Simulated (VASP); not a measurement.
# W8SeS15 (a cell with a defect) (Tungstenite) in VASP: electric field gradients with PBE

Aim: the electric field gradients of W8SeS15 (a cell with a defect) (Tungstenite) with PBE.

Program: VASP 6.6.1. These are calculated values, not measurements. Logs are shortened: lines on timing, memory, paths and dates and some standing lists are left out, and cuts for length are marked.

## 1. The structure

The cell holds a defect, 24 atoms: a = 6.360 Å, b = 6.360 Å, c = 12.500 Å, α = 90.00°, β = 90.00°, γ = 120.00°.

## 2. Electric field gradients, PBE

INCAR

```
  PREC = Accurate
  ENCUT = 520
  EDIFF = 1E-8
  ISMEAR = -1
  SIGMA = 0.01
  LREAL = Auto
  LASPH = True
  NELM = 100
  ALGO = Fast
  ISIF = 2
  LWAVE = False
  LCHARG = False
  GGA = PE
  LEFG = True
  NBANDS = 122
```

KPOINTS

```
regular mesh
0
Gamma
  4 4 2
```

POSCAR

```
W8SeS15
1.0
    6.3600000000      0.0000000000      0.0000000000
   -3.1800000000      5.5079215680      0.0000000000
    0.0000000000      0.0000000000     12.5000000000
W Se S
8 1 15
Direct
    0.1666666666      0.3333333334      0.2500000000
    0.1666666666      0.8333333334      0.2500000000
    0.6666666666      0.3333333334      0.2500000000
    0.6666666666      0.8333333334      0.2500000000
    0.3333333334      0.1666666666      0.7500000000
    0.3333333334      0.6666666666      0.7500000000
    0.8333333334      0.1666666666      0.7500000000
    0.8333333334      0.6666666666      0.7500000000
    0.1666666666      0.3333333334      0.6250000000
    0.1666666666      0.8333333334      0.6250000000
    0.6666666666      0.3333333334      0.6250000000
    0.6666666666      0.8333333334      0.6250000000
    0.3333333334      0.1666666666      0.1250000000
    0.3333333334      0.6666666666      0.1250000000
    0.8333333334      0.1666666666      0.1250000000
    0.8333333334      0.6666666666      0.1250000000
    0.1666666666      0.3333333334      0.8750000000
    0.1666666666      0.8333333334      0.8750000000
    0.6666666666      0.3333333334      0.8750000000
    0.6666666666      0.8333333334      0.8750000000
    0.3333333334      0.1666666666      0.3750000000
    0.3333333334      0.6666666666      0.3750000000
    0.8333333334      0.1666666666      0.3750000000
    0.8333333334      0.6666666666      0.3750000000
```

Potentials or basis: VASP PAW PBE potentials, release 64 (W_sv, Se, S).

Command:

```sh
$ cat potpaw_PBE.64/W_sv/POTCAR potpaw_PBE.64/Se/POTCAR potpaw_PBE.64/S/POTCAR > POTCAR
$ mpirun -np 1 vasp_std > vasp.out
```

OUTCAR:

```text
PREC = Accurate
   ENCUT = 520
   EDIFF = 1E-8
   ISMEAR = -1
   LREAL = Auto
   LASPH = True
   NELM = 100
   ISIF = 2
   GGA = PE

 ion  position               nearest neighbor table
   1  0.167  0.333  0.250-  14 2.41  22 2.41  15 2.41  23 2.41  13 2.41  21 2.41   2 3.18   4 3.18
                             2 3.18   4 3.18   3 3.18   3 3.18
   2  0.167  0.833  0.250-  13 2.41  21 2.41  16 2.41  24 2.41  22 2.41  14 2.41   1 3.18   3 3.18
                             1 3.18   3 3.18   4 3.18   4 3.18
   3  0.667  0.333  0.250-  16 2.41  24 2.41  21 2.41  13 2.41  23 2.41  15 2.41   2 3.18   4 3.18
                             4 3.18   2 3.18   1 3.18   1 3.18
   4  0.667  0.833  0.250-  15 2.41  23 2.41  22 2.41  14 2.41  16 2.41  24 2.41   1 3.18   3 3.18
                             3 3.18   1 3.18   2 3.18   2 3.18
   5  0.333  0.167  0.750-  10 2.41  18 2.41  11 2.41  19 2.41   9 2.41  17 2.41   6 3.18   8 3.18
                             6 3.18   8 3.18   7 3.18   7 3.18
   6  0.333  0.667  0.750-   9 2.41  17 2.41  12 2.41  20 2.41  18 2.41  10 2.41   5 3.18   7 3.18
                             5 3.18   7 3.18   8 3.18   8 3.18
   7  0.833  0.167  0.750-  12 2.41  20 2.41  17 2.41   9 2.41  19 2.41  11 2.41   6 3.18   8 3.18
                             8 3.18   6 3.18   5 3.18   5 3.18
   8  0.833  0.667  0.750-  11 2.41  19 2.41  18 2.41  10 2.41  12 2.41  20 2.41   5 3.18   7 3.18
                             7 3.18   5 3.18   6 3.18   6 3.18
   9  0.167  0.333  0.625-   6 2.41   7 2.41   5 2.41
  10  0.167  0.833  0.625-   5 2.41   8 2.41   6 2.41
  11  0.667  0.333  0.625-   8 2.41   5 2.41   7 2.41
  12  0.667  0.833  0.625-   7 2.41   6 2.41   8 2.41
  13  0.333  0.167  0.125-   2 2.41   3 2.41   1 2.41
  14  0.333  0.667  0.125-   1 2.41   4 2.41   2 2.41
[... 8 lines left out ...]
  23  0.833  0.167  0.375-   4 2.41   1 2.41   3 2.41
  24  0.833  0.667  0.375-   3 2.41   2 2.41   4 2.41

  LATTYP: Found a hexagonal cell.
 ALAT       =     6.3600000000
 C/A-ratio  =     1.9654088050

  Lattice vectors:

 A1 = (   6.3600000000,   0.0000000000,   0.0000000000)
 A2 = (  -3.1800000000,   5.5079215680,   0.0000000000)
 A3 = (   0.0000000000,   0.0000000000,  12.5000000000)

Analysis of symmetry for initial positions (statically):
=====================================================================
 Subroutine PRICEL returns:
 Original cell was already a primitive cell.

 Routine SETGRP: Setting up the symmetry group for a
 hexagonal supercell.

 Subroutine GETGRP returns: Found  6 space group operations
 (whereof  2 operations were pure point group operations)
 out of a pool of 24 trial point group operations.

[... 1158 lines left out ...]
  -------------------------------------------------------------------------------------
  Total        8.7090559      8.7090559     15.3096618      0.0000000      0.0000000     -0.0000000
  in kB       31.8659437     31.8659437     56.0171881      0.0000000      0.0000000     -0.0000000
  external PRESSURE =      39.9163585 kB  Pullay stress =       0.0000000 kB

 VOLUME and BASIS-vectors are now :
 -----------------------------------------------------------------------------
  energy-cutoff  :      520.00
  volume of cell :      437.88
      direct lattice vectors                 reciprocal lattice vectors
     6.360000000  0.000000000  0.000000000     0.157232704  0.090778344  0.000000000
    -3.180000000  5.507921568  0.000000000     0.000000000  0.181556688  0.000000000
     0.000000000  0.000000000 12.500000000     0.000000000  0.000000000  0.080000000

 POSITION                                       TOTAL-FORCE (eV/Angst)
 -----------------------------------------------------------------------------------
     -0.00000      1.83597      3.12500         0.000000      0.000000     -0.002385
     -1.59000      4.58993      3.12500        -0.005223     -0.003015     -0.001681
      3.18000      1.83597      3.12500         0.000000      0.006031     -0.001681
      1.59000      4.58993      3.12500         0.005223     -0.003015     -0.001681
      1.59000      0.91799      9.37500         1.018096     -0.587798      1.095103
      0.00000      3.67195      9.37500        -0.000000      1.175596      1.095103
[... 16 lines left out ...]
      4.77000      0.91799      4.68750        -0.007194     -0.004153      0.123951
      3.18000      3.67195      4.68750         0.000000      0.000000      0.130930
 -----------------------------------------------------------------------------------
    total drift:                               -0.000001      0.000000      0.002547

  FREE ENERGIE OF THE ION-ELECTRON SYSTEM (eV)
  ---------------------------------------------------
  free  energy   TOTEN  =      -187.7394741962 eV

  energy  without entropy=     -187.7394741962  energy(sigma->0) =     -187.73947420

 Electric field gradients (V/A^2)
---------------------------------------------------------------------
 ion       V_xx      V_yy      V_zz      V_xy      V_xz      V_yz
---------------------------------------------------------------------
   1      78.757    78.757  -157.514     0.000     0.000    -0.000
   2      78.613    78.728  -157.341    -0.099     0.305     0.176
   3      78.785    78.556  -157.341     0.000     0.000    -0.352
   4      78.613    78.728  -157.341     0.099    -0.305     0.176
   5      79.290    86.336  -165.626     6.102   -26.005    15.014
   6      89.858    75.767  -165.625     0.000     0.000   -30.028
[... 16 lines left out ...]
  23      23.026    22.915   -45.941     0.097     0.216     0.124
  24      23.360    23.361   -46.721     0.001    -0.000     0.000
---------------------------------------------------------------------

 Electric field gradients after diagonalization (V/A^2)
 (convention: |V_zz| > |V_xx| > |V_yy|)
----------------------------------------------------------------------
 ion       V_xx      V_yy      V_zz     asymmetry (V_yy - V_xx)/ V_zz
----------------------------------------------------------------------
   1      78.757    78.757  -157.514       0.000
   2      78.785    78.557  -157.341       0.001
   3      78.785    78.557  -157.341       0.001
   4      78.785    78.557  -157.341       0.001
   5      89.859    79.446  -169.305       0.062
   6      89.858    79.446  -169.305       0.061
[... 16 lines left out ...]
  23      23.083    22.859   -45.942       0.005
  24      23.361    23.360   -46.721       0.000
----------------------------------------------------------------------

           NMR quadrupolar parameters

 Cq : quadrupolar parameter    Cq=e*Q*V_zz/h
 eta: asymmetry parameters     (V_yy - V_xx)/ V_zz
 Q  : nuclear electric quadrupole moment in mb (millibarn)
----------------------------------------------------------------------
 ion       Cq(MHz)       eta       Q (mb)
----------------------------------------------------------------------
   1      -0.381       0.000       1.000
   2      -0.380       0.001       1.000
   3      -0.380       0.001       1.000
   4      -0.380       0.001       1.000
   5      -0.409       0.062       1.000
   6      -0.409       0.061       1.000
[... 16 lines left out ...]
  23      -0.111       0.005       1.000
  24      -0.113       0.000       1.000
----------------------------------------------------------------------
```

stdout:

```text
POSCAR found type information on POSCAR W SeS
 POSCAR found :  3 types and      24 ions
 scaLAPACK will be used
 LDA part: xc-table for (Slater+PW92), standard interpolation
 POSCAR, INCAR and KPOINTS ok, starting setup
 FFT: planning ... GRIDC
 FFT: planning ... GRID_SOFT
 FFT: planning ... GRID
 WAVECAR not read
 entering main loop
ion   1

ion   2
     0.0000661    -0.0024710    -0.0013731     0.6358267    -0.0023783    -0.0014266
     0.0000910    -0.0024710    -0.0013731     0.6358267    -0.0023783    -0.0014266
     0.0001253    -0.0024710    -0.0013731     0.6358267    -0.0023783    -0.0014266
     0.0001726    -0.0024710    -0.0013731     0.6358268    -0.0023783    -0.0014266

     0.0000661     0.0902510    -0.1608657   125.4316203    -0.2786276     0.0521068
     0.0000910     0.0902426    -0.1608234   125.3889994    -0.2785543     0.0521020
     0.0001253     0.0902336    -0.1607603   125.3250691    -0.2784450     0.0520968
     0.0001726     0.0902259    -0.1606668   125.2296543    -0.2782831     0.0520924
[... 118 lines left out ...]
ion  21
     0.0000369     0.0045861    -0.0040269     2.8330423     0.0069748    -0.0026478
     0.0000508     0.0045861    -0.0040269     2.8330423     0.0069748    -0.0026478
     0.0000700     0.0045861    -0.0040269     2.8330423     0.0069748    -0.0026478
     0.0000964     0.0045861    -0.0040269     2.8330422     0.0069748    -0.0026478

     0.0000369     0.0873783    -0.1132237    37.1102552     0.1961092    -0.0504479
     0.0000508     0.0873781    -0.1132235    37.1101919     0.1961088    -0.0504478
     0.0000700     0.0873779    -0.1132231    37.1100867     0.1961082    -0.0504476
     0.0000964     0.0873774    -0.1132226    37.1099133     0.19610
```

Wall time 12 min (1 thread of Intel Xeon 6975P-C (Granite Rapids), shared host); peak memory 0.66 GiB.

Results:

| Quantity | Value |
| --- | --- |
| Free energy | -187.7395 eV |
| Pressure | 4.0 GPa |
| Largest force | 3.473 eV/Å |
| Band gap on the k mesh | 1.18 eV, indirect (least direct gap 1.91 eV) |

Forces on the atoms (eV/Å):
```
W    0.000  0.000 -0.002
W   -0.005 -0.003 -0.002
W    0.000  0.006 -0.002
W    0.005 -0.003 -0.002
W    1.018 -0.588  1.095
W    0.000  1.176  1.095
W   -1.018 -0.588  1.095
W    0.000  0.000  0.113
Se   0.000  0.000 -3.473
S   -0.001  0.000 -0.174
S    0.000  0.001 -0.174
S    0.001  0.000 -0.174
S    0.000  0.000 -0.135
S    0.000  0.000 -0.135
S    0.000  0.000 -0.135
S    0.000  0.000 -0.136
S    0.000  0.000  0.230
S   -0.075 -0.043  0.137
S    0.000  0.086  0.137
S    0.075 -0.043  0.137
S    0.007 -0.004  0.124
S    0.000  0.008  0.124
S   -0.007 -0.004  0.124
S    0.000  0.000  0.131
```

Electric field gradients, principal values (V/Å²):
```tsv
atom	Vxx	Vyy	Vzz
1 W	78.757	78.757	-157.514
2 W	78.557	78.785	-157.341
3 W	78.557	78.785	-157.341
4 W	78.557	78.785	-157.341
5 W	79.446	89.859	-169.305
6 W	79.446	89.858	-169.305
7 W	79.446	89.858	-169.305
8 W	77.795	77.795	-155.590
9 Se	58.310	58.310	-116.620
10 S	20.989	26.928	-47.916
11 S	20.989	26.928	-47.916
12 S	20.988	26.928	-47.916
13 S	23.280	23.362	-46.642
14 S	23.281	23.361	-46.642
15 S	23.281	23.361	-46.642
16 S	23.421	23.422	-46.843
17 S	23.030	23.031	-46.061
18 S	20.682	24.642	-45.323
19 S	20.682	24.642	-45.323
20 S	20.681	24.642	-45.323
21 S	22.860	23.082	-45.942
22 S	22.859	23.083	-45.942
23 S	22.859	23.083	-45.942
24 S	23.360	23.361	-46.721
```

Caveat: spin-orbit coupling is left out, which moves the levels of the heavy elements.
